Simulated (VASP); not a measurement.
Input for VASP

**KPOINTS**
```
K-points
0
G
14 14 14
```

**POSCAR**
```
YN
1
    0.0000000000     2.3105193544     2.3105193544
    2.3105193544    -0.0000000000     2.3105193544
    2.3105193544     2.3105193544    -0.0000000000
Y N
1 1
Direct
  0.0000000000   0.0000000000   0.0000000000
  0.5000000000   0.5000000000   0.5000000000
```

**INCAR**
```
# general
SYSTEM =YN
PREC   =Accurate
ENCUT  =620   # plane-wave cut-off (eV)
LREAL  =.FALSE.   # projection in real space or not
LASPH  =.TRUE.   # aspherical one-centre terms

# electronic loop
EDIFF  =1E-6   # SCF stop (eV)
NELM   =100
ALGO   =Normal
LMAXMIX=4   # l cut-off of mixed one-centre charges

# smearing
ISMEAR =1
SIGMA  =0.1   # width (eV)

# ions
IBRION =2
NSW    =40
ISIF   =3   # ions, shape and volume
EDIFFG =-0.02
PSTRESS=300   # kbar

# output
LWAVE  =.FALSE.
LCHARG =.FALSE.
```

POTCAR, in this order: Y_sv N (LDA.64 set). Program: vasp_std.

Problem. Translate this LDA calculation to Quantum ESPRESSO's pw.x.

Solution. One equivalent input (not run):
```
&CONTROL
  calculation = 'vc-relax'
  pseudo_dir = './pseudo'
  outdir = './out'
  tprnfor = .true.
  tstress = .true.
  nstep = 40
  forc_conv_thr = 0.00078
/
&SYSTEM
  ibrav = 0
  nat = 2
  ntyp = 2
  ecutwfc = 84
  occupations = 'smearing'
  smearing = 'methfessel-paxton'
  degauss = 0.00735
  input_dft = 'pz'
/
&ELECTRONS
  conv_thr = 7.3e-08
  electron_maxstep = 100
/
&IONS
/
&CELL
  press = 300
/
ATOMIC_SPECIES
  Y 88.906 Y.upf
  N 14.007 N.upf
CELL_PARAMETERS angstrom
     0.0000000    2.3105194    2.3105194
     2.3105194   -0.0000000    2.3105194
     2.3105194    2.3105194   -0.0000000
ATOMIC_POSITIONS crystal
  Y    0.0000000  0.0000000  0.0000000
  N    0.5000000  0.5000000  0.5000000
K_POINTS automatic
  14 14 14 0 0 0
```
What does not carry over: the potentials are each code's own (VASP's PAW set, PseudoDojo norm-conserving files in pw.x), so ENCUT and ecutwfc are chosen apart and not converted; conv_thr bounds pw.x's estimated SCF error, while EDIFF bounds the energy change between steps; forc_conv_thr acts on force components and is met together with etot_conv_thr.

The compound is YN in the rock salt structure. It was relaxed first under an external pressure of 30 GPa.
